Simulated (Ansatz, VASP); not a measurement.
# Cross-check of InBi between VASP and Ansatz, part 2 of 2

Aim: how closely do two programs agree when they are given the same cell, functional and k mesh? The cell is taken from a series of VASP runs on this material, whose earlier steps may have relaxed, scaled or displaced it; both programs get it as it stands.

VASP 6.6.1 and Ansatz 0.2.0.

So far: The starting structure; VASP: zone-centre phonons, PBEsol.

### 2. VASP: zone-centre phonons, PBEsol (continued)

Level of this step: PBEsol; plane waves and PAW (In_d, Bi_d) (VASP).

Numbers of over 12 decimals in the logs are rounded to 6 here.

OUTCAR, selected parts (step 2):

```text
ion  position               nearest neighbor table
   1  0.000  0.000  0.000-   3 3.11   3 3.11   4 3.11   4 3.11   2 3.47   2 3.47   2 3.47   2 3.47
                             4 3.82   4 3.82   3 3.82   3 3.82
   2  0.500  0.500  0.000-   3 3.11   3 3.11   4 3.11   4 3.11   1 3.47   1 3.47   1 3.47   1 3.47
                             4 3.82   4 3.82   3 3.82   3 3.82
   3  0.000  0.500  0.395-   1 3.11   2 3.11   1 3.11   2 3.11   4 3.62   4 3.62   4 3.62   4 3.62
                             2 3.82   1 3.82   2 3.82   1 3.82
   4  0.500  0.000  0.605-   1 3.11   2 3.11   2 3.11   1 3.11   3 3.62   3 3.62   3 3.62   3 3.62
                             1 3.82   2 3.82   1 3.82   2 3.82

  LATTYP: Found a simple tetragonal cell.
 ALAT       =     4.9041938348
 C/A-ratio  =     0.9884299037

 Subroutine GETGRP returns: Found 16 space group operations
 (whereof  8 operations were pure point group operations)

The static configuration has the point symmetry D_2d.
 The point group associated with its full space group is D_4h.

 Found     75 irreducible k-points:

   k-points           NKPTS =     75   k-points in BZ     NKDIM =     75   number of bands    NBANDS=     34

   dimension x,y,z NGX =    32 NGY =   32 NGZ =   32
   dimension x,y,z NGXF=    64 NGYF=   64 NGZF=   64

   ENCUT  =  400.0 eV  29.40 Ry    5.42 a.u.   8.00  8.00  7.90*2*pi/ulx,y,z

   NELECT =      56.0000    total number of electrons

 k-points in reciprocal lattice and weights: Automatic mesh
   0.00000000  0.00000000  0.00000000       0.002
   0.12500000  0.00000000  0.00000000       0.008
   0.25000000  0.00000000  0.00000000       0.008
   0.37500000  0.00000000  0.00000000       0.008
   0.50000000  0.00000000  0.00000000       0.004
   0.12500000  0.12500000  0.00000000       0.008
   0.25000000  0.12500000  0.00000000       0.016
   0.37500000  0.12500000  0.00000000       0.016
   0.50000000  0.12500000  0.00000000       0.008
[...]
0.50000000  0.37500000  0.50000000       0.008
   0.50000000  0.50000000  0.50000000       0.002

 average (electrostatic) potential at core
       1 -93.7828       2 -93.7828       3-103.2719       4-103.2719

  Total        0.0255097      0.0255097      0.3223425      0.0000000     -0.0000000      0.0000000
  in kB        0.3505640      0.3505640      4.4297525      0.0000000     -0.0000000      0.0000000
  external PRESSURE =       1.7102935 kB  Pullay stress =       0.0000000 kB

  energy-cutoff  :      400.00
  volume of cell :      116.59
      direct lattice vectors                 reciprocal lattice vectors
     4.904193835  0.000000000  0.000000000     0.203907112  0.000000000  0.000000000
     0.000000000  4.904193835  0.000000000     0.000000000  0.203907112  0.000000000
     0.000000000  0.000000000  4.847451840     0.000000000  0.000000000  0.206293953

 POSITION                                       TOTAL-FORCE (eV/Angst)
 -----------------------------------------------------------------------------------
      0.00000      0.00000      0.00000        -0.000000      0.000000      0.000000
      2.45210      2.45210      0.00000         0.000000     -0.000000      0.000000
      0.00000      2.45210      1.91316         0.000000      0.000000      0.098193
      2.45210      0.00000      2.93429        -0.000000     -0.000000     -0.098193
 -----------------------------------------------------------------------------------
    total drift:                                0.000000     -0.000000      0.000000

 Eigenvectors and eigenvalues of the dynamical matrix
 ----------------------------------------------------

   1 f  =    3.621757 THz    22.756169 2PiTHz  120.808805 cm-1    14.978376 meV
             X         Y         Z           dx          dy          dz
      0.000000  0.000000  0.000000    -0.000000   -0.000000    0.568593
      2.452097  2.452097  0.000000     0.000000    0.000000    0.568593
      0.000000  2.452097  1.913161    -0.000000    0.000000   -0.420359
      2.452097  0.000000  2.934291     0.000000   -0.000000   -0.420359

   2 f  =    3.295563 THz    20.706631 2PiTHz  109.928139 cm-1    13.629346 meV
             X         Y         Z           dx          dy          dz
      0.000000  0.000000  0.000000     0.108435    0.599292    0.000000
      2.452097  2.452097  0.000000    -0.108435   -0.599292    0.000000
      0.000000  2.452097  1.913161     0.063971   -0.353552   -0.000000
      2.452097  0.000000  2.934291    -0.063971    0.353552   -0.000000

   3 f  =    3.295563 THz    20.706631 2PiTHz  109.928139 cm-1    13.629346 meV
             X         Y         Z           dx          dy          dz
      0.000000  0.000000  0.000000     0.599292   -0.108435   -0.000000
      2.452097  2.452097  0.000000    -0.599292    0.108435    0.000000
      0.000000  2.452097  1.913161     0.353552    0.063971    0.000000
      2.452097  0.000000  2.934291    -0.353552   -0.063971    0.000000

   4 f  =    2.482116 THz    15.595595 2PiTHz   82.794477 cm-1    10.265202 meV
             X         Y         Z           dx          dy          dz
      0.000000  0.000000  0.000000    -0.000000   -0.000000    0.707107
      2.452097  2.452097  0.000000    -0.000000   -0.000000   -0.707107
      0.000000  2.452097  1.913161     0.000000    0.000000    0.000000
      2.452097  0.000000  2.934291    -0.000000    0.000000   -0.000000

   5 f  =    2.296000 THz    14.426196 2PiTHz   76.586328 cm-1     9.495490 meV
             X         Y         Z           dx          dy          dz
      0.000000  0.000000  0.000000    -0.413806    0.385070    0.000000
      2.452097  2.452097  0.000000    -0.413806    0.385070   -0.000000
      0.000000  2.452097  1.913161     0.311009   -0.289411   -0.000000
      2.452097  0.000000  2.934291     0.311009   -0.289411    0.000000

   6 f  =    2.296000 THz    14.426196 2PiTHz   76.586328 cm-1     9.495490 meV
             X         Y         Z           dx          dy          dz
      0.000000  0.000000  0.000000    -0.385070   -0.413806   -0.000000
      2.452097  2.452097  0.000000    -0.385070   -0.413806    0.000000
      0.000000  2.452097  1.913161     0.289411    0.311009    0.000000
      2.452097  0.000000  2.934291     0.289411    0.311009   -0.000000

   7 f  =    1.893097 THz    11.894677 2PiTHz   63.146907 cm-1     7.829215 meV
             X         Y         Z           dx          dy          dz
      0.000000  0.000000  0.000000     0.000000   -0.000000    0.000000
      2.452097  2.452097  0.000000     0.000000   -0.000000    0.000000
      0.000000  2.452097  1.913161    -0.000000    0.000000   -0.707107
      2.452097  0.000000  2.934291     0.000000   -0.000000    0.707107

   8 f  =    1.300210 THz     8.169462 2PiTHz   43.370345 cm-1     5.377235 meV
             X         Y         Z           dx          dy          dz
      0.000000  0.000000  0.000000    -0.203610   -0.296031   -0.000000
      2.452097  2.452097  0.000000     0.203610    0.296031    0.000000
      0.000000  2.452097  1.913161     0.345131   -0.501790   -0.000000
      2.452097  0.000000  2.934291    -0.345131    0.501790    0.000000

   9 f  =    1.300210 THz     8.169462 2PiTHz   43.370345 cm-1     5.377235 meV
             X         Y         Z           dx          dy          dz
      0.000000  0.000000  0.000000    -0.296031    0.203610    0.000000
      2.452097  2.452097  0.000000     0.296031   -0.203610    0.000000
      0.000000  2.452097  1.913161     0.501790    0.345131    0.000000
      2.452097  0.000000  2.934291    -0.501790   -0.345131    0.000000

  10 f/i=    0.004538 THz     0.028514 2PiTHz    0.151376 cm-1     0.018768 meV
             X         Y         Z           dx          dy          dz
      0.000000  0.000000  0.000000     0.000000    0.000000   -0.420359
      2.452097  2.452097  0.000000     0.000000    0.000000   -0.420359
      0.000000  2.452097  1.913161     0.000000    0.000000   -0.568593
      2.452097  0.000000  2.934291     0.000000    0.000000   -0.568593

  11 f/i=    0.015254 THz     0.095841 2PiTHz    0.508806 cm-1     0.063084 meV
             X         Y         Z           dx          dy          dz
      0.000000  0.000000  0.000000     0.401045    0.140173    0.000000
      2.452097  2.452097  0.000000     0.401045    0.140173    0.000000
      0.000000  2.452097  1.913161     0.533602    0.186504    0.000000
      2.452097  0.000000  2.934291     0.533602    0.186504    0.000000

  12 f/i=    0.015254 THz     0.095841 2PiTHz    0.508806 cm-1     0.063084 meV
             X         Y         Z           dx          dy          dz
      0.000000  0.000000  0.000000     0.140173   -0.401045   -0.000000
      2.452097  2.452097  0.000000     0.140173   -0.401045   -0.000000
      0.000000  2.452097  1.913161     0.186504   -0.533602   -0.000000
      2.452097  0.000000  2.934291     0.186504   -0.533602   -0.000000

 ELASTIC MODULI CONTR FROM IONIC RELAXATION (kBar)
 Direction    XX          YY          ZZ          XY          YZ          ZX
 --------------------------------------------------------------------------------
 XX        -143.1322     83.2087    -73.7422      0.0000      0.0000     -0.0000
 YY          83.2087   -143.1322    -73.7422      0.0000      0.0000      0.0000
 ZZ         -73.7422    -73.7422   -181.4952      0.0000      0.0000     -0.0000
 XY           0.0000      0.0000      0.0000      0.0000      0.0000      0.0000
 YZ           0.0000      0.0000      0.0000      0.0000    -94.7375      0.0000
 ZX          -0.0000      0.0000     -0.0000      0.0000      0.0000   -116.8521
 --------------------------------------------------------------------------------
```

Energies printed during the response cycles are not total energies of the cell.

### 3. Ansatz: zone-centre phonons, PBEsol

Ansatz runs on its default PAW (the set named soft_2) files.

The same cell, functional, mesh and smearing now go to Ansatz, which takes its cutoff from its data sets.

File input.yaml:

```yaml
crystal:
  lattice:
    - [4.9041938348, 0.0, 0.0]
    - [0.0, 4.9041938348, 0.0]
    - [0.0, 0.0, 4.8474518399]
  atoms:
    - { symbol: In, position: [0.0, 0.0, 0.0] }
    - { symbol: In, position: [0.5, 0.5, 0.0] }
    - { symbol: Bi, position: [0.0, 0.5, 0.3946734829] }
    - { symbol: Bi, position: [0.5, 0.0, 0.6053265171] }
hamiltonian:
  xc: pbesol
  pseudopotentials: { kind: paw }
kpoints:
  mp_grid: { grid: [8, 8, 8] }
scf:
  occupations: { method: methfessel_paxton, width: 0.2 }
phonons:
  method: dfpt
  qpoints: [[0, 0, 0]]
```

Run with:

```
> ansatz run input.yaml --threads 4 --pin off --max-ram 9216MiB --backend cpu --events-out ev --progress --plain --runs-dir out
```

The log of the run:

```text
zone centre: on kpoints.mp_grid the ground state, and the responses unless they are solved on pairs of k-points, stand on 125 of the mesh's 512 k-points, reduced under 4 symmetry operations, with k and −k counted as one. Each operation leaves every solved displacement unchanged or reverses it
Engine: ansatz 0.2.0, aarch64-unknown-linux-gnu
Pseudopotentials: kind: paw
Pseudopotential: In, paw, valence charge 13, recommended cutoff 420 eV (normal), In.paw.azcp
Pseudopotential: Bi, paw, valence charge 15, recommended cutoff 420 eV (normal), Bi.paw.azcp
Functional definition: PBEsol
  exchange = pbesol_x
  correlation = pbesol_c
Crystal: 4 atoms, lattice volume = 116.587 Å³
Basis set: ecut = 420 eV, 2293 PW (Γ), exchange–correlation on 72×72×72 points (8 copies of the dense FFT grid, shifted against one another)
Bands: 34, of which v1, the nominal top of the filled ones, is band 28 counted from 1 (27 counted from 0)
Symmetry: 16 space group operations
k-points: 125 of 512 (irreducible under 4 space group operations, time reversal used)
Non-local potential: In, projectors of the file, l = 0: 2, l = 1: 2, l = 2: 2, l = 3: 2
Non-local potential: Bi, projectors of the file, l = 0: 2, l = 1: 2, l = 2: 2, l = 3: 2
PAW form: soft (Blöchl's): semilocal exchange-correlation on the pseudo side does not see the compensation charge
PAW frozen core: In, regenerated for the run's functional, and the local potential with it (the file was generated under x = pbe(κ = 0.804, μ = 0.219515), c = pbe(β = 0.066725))
PAW frozen core: Bi, regenerated for the run's functional, and the local potential with it (the file was generated under x = pbe(κ = 0.804, μ = 0.219515), c = pbe(β = 0.066725))
PAW one-centre angular grid: In, 590 points (default); XC on 64 Gauss nodes
PAW one-centre angular grid: Bi, 590 points (default); XC on 64 Gauss nodes
Initial density: superposition of atomic densities (neutral atoms: chi_scale 0, normalization atom), corrected by the library's trained network
Initial wavefunctions: pseudopotential atomic-orbital guess
Functional: x = pbesol(κ = 0.804, μ = 0.123457), c = pbesol(β = 0.046)
SCF iter   1: F=—  HF=-35534.873753 eV  |F-HF|=—  |Δ(HF+E_count)|=         —  Δρ=2.51e-3  dr2=8.52e-3  ethr=1.77e-3  ⟨swp⟩=6.9  Hψ=18958  notcnv=0
preconditioner: auto → Kerker (q_TF=auto, 2.414 Å⁻¹)  [metal: Δε(μ)=0.057 eV  Ē_g=17.403 eV  σ=0.200 eV  W_gap=0.23  n_scr=26 (ndim 8)  ℏωp=25.7 eV  f_vac=0.000  D(μ)=0.93/eV (n_scr^D=0)]
SCF iter   2: F=—  HF=-35534.870295 eV  |F-HF|=—  |Δ(HF+E_count)|=   3.46e-3  S|Δr|=    0.00e0  Δρ=1.14e-3  dr2=2.14e-3  ethr=1.52e-5  ⟨swp⟩=2.2  Hψ=7212  notcnv=0
SCF iter   3: F=—  HF=-35534.869769 eV  |F-HF|=—  |Δ(HF+E_count)|=   5.25e-4  S|Δr|=    0.00e0  Δρ=2.73e-4  dr2=2.05e-4  ethr=3.82e-6  ⟨swp⟩=2.0  Hψ=6381  notcnv=0
SCF iter   4: F=—  HF=-35534.869724 eV  |F-HF|=—  |Δ(HF+E_count)|=   4.56e-5  S|Δr|=    0.00e0  Δρ=7.94e-5  dr2=1.69e-5  ethr=3.67e-7  ⟨swp⟩=2.0  Hψ=4872  notcnv=0
SCF iter   5: F=—  HF=-35534.869730 eV  |F-HF|=—  |Δ(HF+E_count)|=   6.07e-6  S|Δr|=    0.00e0  Δρ=2.76e-5  dr2=1.13e-6  ethr=3.02e-8  ⟨swp⟩=2.4  Hψ=6129  notcnv=0
SCF iter   6: F=—  HF=-35534.869730 eV  |F-HF|=—  |Δ(HF+E_count)|=   6.23e-7  S|Δr|=    0.00e0  Δρ=6.42e-6  dr2=1.01e-7  ethr=2.01e-9  ⟨swp⟩=2.0  Hψ=5008  notcnv=0
SCF iter   7: F=—  HF=-35534.869730 eV  |F-HF|=—  |Δ(HF+E_count)|=   7.79e-9  S|Δr|=    0.00e0  Δρ=1.65e-6  dr2=6.20e-9  ethr=1.80e-10  ⟨swp⟩=2.0  Hψ=5048  notcnv=0
SCF iter   8: F=—  HF=-35534.869730 eV  |F-HF|=—  |Δ(HF+E_count)|=  6.62e-10  S|Δr|=    0.00e0  Δρ=4.11e-7  dr2=2.75e-10  ethr=1.11e-11  ⟨swp⟩=2.6  Hψ=6420  notcnv=0
SCF iter   9: F=—  HF=-35534.869730 eV  |F-HF|=—  |Δ(HF+E_count)|=  7.28e-12  S|Δr|=    0.00e0  Δρ=1.02e-7  dr2=2.29e-11  ethr=1.00e-12  ⟨swp⟩=2.4  Hψ=7126  notcnv=0
SCF iter  10: F=-35534.869730 eV  HF=-35534.869730 eV  |F-HF|=1.46e-11  |Δ(HF+E_count)|=  2.18e-11  S|Δr|=    0.00e0  Δρ=2.45e-8  dr2=1.18e-12  ethr=1.00e-12  ⟨swp⟩=9.5  Hψ=22244  notcnv=0
SCF 1 converged in 10 iterations: F = -35534.869730 eV  dr2 = 1.18e-12
  greatest PAW one-centre occupation: 0.987 electrons in one spin orbital (limit 2), on the Bi atom at site 3 (counted from 0), in its partial waves of l = 2
DFPT response loops at Γ: preconditioner auto → Kerker (q_TF=auto, 2.414 Å⁻¹) (partly filled bands, converged f_vac=0.000); β = 1.00, the filter's whole step (`scf.mixing.beta` (0.50) is not read by the response loops under this deck's `scf.mixing.preconditioner`; to damp them name `kerker` or `kerker_dos`, under which they read `scf.mixing.beta`, and type it under 1.00, their step now; both keys bind the ground state too); Broyden in place of MSR1
SCF converged after 10 iterations
Stability not checked: this state was not tested for a lower state beside it, because cold or Methfessel-Paxton smearing, or corrected tetrahedra, fill the levels in a way that the test cannot read (fill_not_monotonic; see scf.lower_state_search)
Free energy (F): -35534.869730 eV
Harris-Foulkes:  -35534.869730 eV  (|F-HF|=1.46e-11)
Internal energy: -35534.873194 eV  (E = F + TS)
E sigma→0 (E₀):  -35534.870596 eV
Entropy (-TS):   0.003463 eV (0.866 meV/atom)
Fermi energy:    10.468889 eV
Step filling:    the computed levels leave a gap of 0.0500 eV = 0.2 smearing widths at the electron count; against every level under it full and every level over it empty, smearing changes F+E_penalty+E_count by +1.416 meV and its σ→0 estimate by +0.550 meV
--- Per-component energies (eV) ---
  E_band       = -231.988342
  E_kinetic    = 1090.103194
  E_local      = -5103.141038  (includes V_loc(G=0)·N_el)
  E_nonlocal   = 1857.991151
  E_hartree    = 1792.704406
  E_xc         = -729.036532
  E_vxc        = -489.724776  (∫ρ·V_xc dr)
  E_paw        = -29182.472858  (= ΣΔE_a)
  E_vpaw       = -1172.624772  (= ΣTr[D̂ρ^β])
  E_aug_tail   = -0.000876  (compensation charges beyond the density's cutoff)
  E_ewald      = -5261.671952
  E_core_change = 0.651309  (= ΣΔE_core)
  E_smearing   = 0.003463  (= −TS)
  E_closure    = 0.000000  (closes the sum)
  Σ components = -35534.869730   (vs F -35534.869730, Δ=0.00e0)
--- Band table (eV; the first three rows and the last of 125) ---
  k-point 0: bands = [... 24 lower, 7.0335, 7.7795, 8.2452, 11.2285, 11.6231, 11.6231, 13.5963, 13.5963, ... 2 higher]
  k-point 1: bands = [... 24 lower, 7.1513, 7.8354, 8.9354, 10.8999, 11.4075, 11.4075, 13.3679, 13.4360, ... 2 higher]
  k-point 2: bands = [... 24 lower, 7.4963, 7.9868, 9.8792, 10.7303, 10.7303, 10.7485, 12.4258, 13.4609, ... 2 higher]
  k-point 124: bands = [... 24 lower, 6.1767, 6.1767, 6.6657, 6.6657, 14.8524, 14.8524, 16.2649, 16.2649, ... 2 higher]
--- Phonons (Γ-DFPT): 4 representative perturbations + reference, on 125 of 512 k-points (Σ response iterations 12) ---
  k mesh reduced under 4 symmetry operations, with k and −k counted as one. Each operation leaves every solved displacement unchanged or reverses it
  ASR residual: 6.710e-5 → 0.000e0 eV/Å²; symmetrization residual: 3.904e-5 eV/Å²
  ASR residual per site (eV/Å²): 6.71e-5 6.71e-5 2.00e-5 2.00e-5
  Γ frequencies (cm⁻¹): 0.00 0.00 0.00 42.26 42.26 62.84 75.78 75.78 82.27 109.30 109.30 120.41
  non-analytic LO–TO correction: not included (Born effective charges unavailable; polar crystals: no LO–TO splitting at Γ)
--- Phonons (arbitrary-q DFPT): 1 explicit q-point ---
  q = [0, 0, 0] (of the zone-centre solve; hermiticity 2.24e-5, symmetrization 4.27e-13): -0.00 0.00 0.00 42.26 42.26 62.84 75.78 75.78 82.27 109.30 109.30 120.41
  sum rule: each row above includes the acoustic sum rule's correction from the zone centre's row sums; it moved no ω² by more than (0.40 cm⁻¹)²
```

Wall time 74 s (4 threads of Arm Neoverse V1, shared host); peak memory 2 GiB; 4.7 min of CPU time.

### 4. Comparison

Known differences besides the potentials themselves: the cutoff is 420 eV in Ansatz and 400 eV in VASP; Ansatz makes its cores anew for this functional, VASP keeps those of its PBE data sets; VASP leaves aspherical gradient terms in its spheres out (LASPH is not set), Ansatz keeps them. Total energies have different zeros and are not compared.

The two programs side by side:

| quantity | Ansatz | VASP | difference |
| --- | --- | --- | --- |
| optical mode 1 to 2 (cm⁻¹) | 42.3 | 43.4 | -1.1 |
| optical mode 3 (cm⁻¹) | 62.8 | 63.1 | -0.49 % |
| optical mode 4 to 5 (cm⁻¹) | 75.8 | 76.6 | -1.05 % |
| optical mode 6 (cm⁻¹) | 82.3 | 82.8 | -0.63 % |
| optical mode 7 to 8 (cm⁻¹) | 109.3 | 109.9 | -0.57 % |
| optical mode 9 (cm⁻¹) | 120.4 | 120.8 | -0.33 % |

Modes are paired by rising frequency and degeneracy, not by their patterns, so a pair may still set unlike modes beside each other.

### 5. Results

| Quantity | Value |
| --- | --- |
| r.m.s. difference of the optical zone-centre modes, each program's sorted by frequency (zone-centre phonons, PBEsol) | 0.75 cm⁻¹ |
| difference in optical mode 4 to 5 (zone-centre phonons, PBEsol) | -1.1 % |

The r.m.s. difference of the optical zone-centre modes, each program's sorted by frequency is 0.75 cm⁻¹ (zone-centre phonons, PBEsol). Among the rows given in per cent, the largest difference of the zone-centre phonons, PBEsol pair is in optical mode 4 to 5, -1.1 %. Such differences can come from data sets, numerical settings and the points named under the comparisons, not from the functional's error against experiment.

[Lines on the potential files, build, host, timing and source positions are cut from VASP's logs without a mark.]

[Logs are printed without paths, hosts, clocks, repeated set-up lines and the standing remarks that a program may print on its own settings, such as how far it seeks lower states.]

[Hosts, paths, dates, database ids (printed as entryN), source tags and the programs' standing remarks are cut or masked in the printed files.]
